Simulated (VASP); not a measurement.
Output of a VASP run:

### OSZICAR
```
       N       E                     dE             d eps       ncg     rms          rms(c)
DAV:   1     0.170194839101E+03    0.17019E+03   -0.11401E+04  6277   0.187E+03
DAV:   2     0.579124428351E+01   -0.16440E+03   -0.16054E+03  7430   0.505E+02
DAV:   3    -0.192089410203E+01   -0.77121E+01   -0.76149E+01  8915   0.106E+02
DAV:   4    -0.208705852030E+01   -0.16616E+00   -0.16588E+00  7757   0.162E+01
DAV:   5    -0.209177094555E+01   -0.47124E-02   -0.47092E-02  8835   0.233E+00    0.494E+01
DAV:   6    -0.248105230791E+02   -0.22719E+02   -0.44636E+01  6553   0.100E+02    0.239E+00
DAV:   7    -0.250852592732E+02   -0.27474E+00   -0.11059E+00  7360   0.134E+01    0.171E+00
DAV:   8    -0.251866079968E+02   -0.10135E+00   -0.20727E-01  6580   0.491E+00    0.839E-01
DAV:   9    -0.252437328493E+02   -0.57125E-01   -0.18559E-02  6490   0.154E+00    0.287E-01
DAV:  10    -0.252590498487E+02   -0.15317E-01   -0.32938E-02  7245   0.152E+00    0.172E-01
DAV:  11    -0.252659202719E+02   -0.68704E-02   -0.36727E-03  6325   0.713E-01    0.715E-02
DAV:  12    -0.252670039923E+02   -0.10837E-02   -0.81260E-04  6840   0.288E-01    0.317E-02
DAV:  13    -0.252672014967E+02   -0.19750E-03   -0.12676E-04  7365   0.110E-01    0.972E-03
DAV:  14    -0.252672098271E+02   -0.83304E-05   -0.12567E-05  6710   0.377E-02    0.623E-03
DAV:  15    -0.252672114147E+02   -0.15876E-05   -0.16135E-06  6505   0.164E-02    0.248E-03
DAV:  16    -0.252672149198E+02   -0.35051E-05   -0.83149E-07  6360   0.948E-03    0.491E-04
DAV:  17    -0.252672144622E+02    0.45755E-06   -0.70229E-08  3235   0.334E-03    0.547E-04
DAV:  18    -0.252672147703E+02   -0.30806E-06   -0.13365E-08  3145   0.138E-03    0.226E-04
DAV:  19    -0.252672146258E+02    0.14452E-06   -0.51614E-09  3145   0.705E-04    0.125E-04
DAV:  20    -0.252672146192E+02    0.66170E-08   -0.61153E-10  3145   0.294E-04
   1 F= -.25267215E+02 E0= -.25267215E+02  d E =0.000000E+00
       N       E                     dE             ncg
```

File OUTCAR:
```
------------------------ aborting loop because EDIFF is reached ----------------------------------------
  FORCE on cell =-STRESS in cart. coord.  units (eV):
  Direction    XX          YY          ZZ          XY          YZ          ZX
  --------------------------------------------------------------------------------------
  Total        0.0050703      0.0050703      0.0551482      0.0000000      0.0000000      0.0000000
  in kB        0.3857367      0.3857367      4.1955119      0.0000000      0.0000000      0.0000000
  external PRESSURE =       1.6556617 kB  Pullay stress =       0.0000000 kB
  volume of cell :       21.06
      direct lattice vectors                 reciprocal lattice vectors
     1.459382631 -2.527724941  0.000000000     0.342610628 -0.197806332  0.000000000
     1.459382631  2.527724941  0.000000000     0.342610628  0.197806332  0.000000000
     0.000000000  0.000000000  2.854487258     0.000000000  0.000000000  0.350325614
 POSITION                                       TOTAL-FORCE (eV/Angst)
 -----------------------------------------------------------------------------------
      0.00000      0.00000      0.00000        -0.000000     -0.000000      0.000000
      1.45938      0.84258      1.42724         0.000000      0.000000      0.000000
 -----------------------------------------------------------------------------------
    total drift:                                0.000000     -0.000394      0.000000
  FREE ENERGIE OF THE ION-ELECTRON SYSTEM (eV)
  ---------------------------------------------------
  free  energy   TOTEN  =       -25.2672146192 eV

  energy  without entropy=      -25.2672146192  energy(sigma->0) =      -25.26721462

 total charge

# of ion       s       p       d       tot
------------------------------------------
    1        2.337   6.407   3.358  12.102
    2        0.875   1.564   0.000   2.439
--------------------------------------------------
tot          3.212   7.971   3.358  14.541
```
(Selected blocks of OUTCAR.)

File POSCAR:
```
WC
1
    1.4593826313    -2.5277249407     0.0000000000
    1.4593826313     2.5277249407     0.0000000000
    0.0000000000     0.0000000000     2.8544872580
W C
1 1
Direct
  0.0000000000   0.0000000000   0.0000000000
  0.3333330000   0.6666670000   0.5000000000
```

### Question
Reconstruct the remaining input files.

### Answer
One answer among several that fit: the input of the run itself, TPSS meta-GGA, plane waves, VASP's PBE PAW potentials (set 64).

**INCAR**
```
! general
SYSTEM  = WC
PREC    = Accurate
ENCUT   = 520
LREAL   = F
LASPH   = T

! electronic loop
EDIFF   = 1E-7
NELM    = 100
ALGO    = Normal
LMAXMIX = 6
LMIXTAU = T

! smearing
ISMEAR  = -5

! functional
METAGGA = TPSS

! ions
ISIF    = 2

! output
LWAVE   = F
LCHARG  = F
LORBIT  = 11
NEDOS   = 601
```

KPOINTS:
```
Automatic mesh
0
Gamma
16 16 14
0 0 0
```

KPOINTS_OPT:
```
k-points along high-symmetry lines
6
Line-mode
Reciprocal
  0.000000   0.000000   0.000000 ! GAMMA
  0.500000  -0.000000   0.000000 ! M

  0.500000  -0.000000   0.000000 ! M
  0.333333   0.333333   0.000000 ! K

  0.333333   0.333333   0.000000 ! K
  0.000000   0.000000   0.000000 ! GAMMA

  0.000000   0.000000   0.000000 ! GAMMA
  0.000000   0.000000   0.500000 ! A

  0.000000   0.000000   0.500000 ! A
  0.500000  -0.000000   0.500000 ! L

  0.500000  -0.000000   0.500000 ! L
  0.333333   0.333333   0.500000 ! H

  0.333333   0.333333   0.500000 ! H
  0.000000   0.000000   0.500000 ! A

  0.500000  -0.000000   0.500000 ! L
  0.500000  -0.000000   0.000000 ! M

  0.333333   0.333333   0.500000 ! H
  0.333333   0.333333   0.000000 ! K
```

POTCAR, in this order: W_sv C (PBE.64 set). Program: vasp_std.

For a metal the tetrahedron method with Blöchl corrections gives inexact stress and forces.

The compound is WC in the wc structure. It was relaxed first.
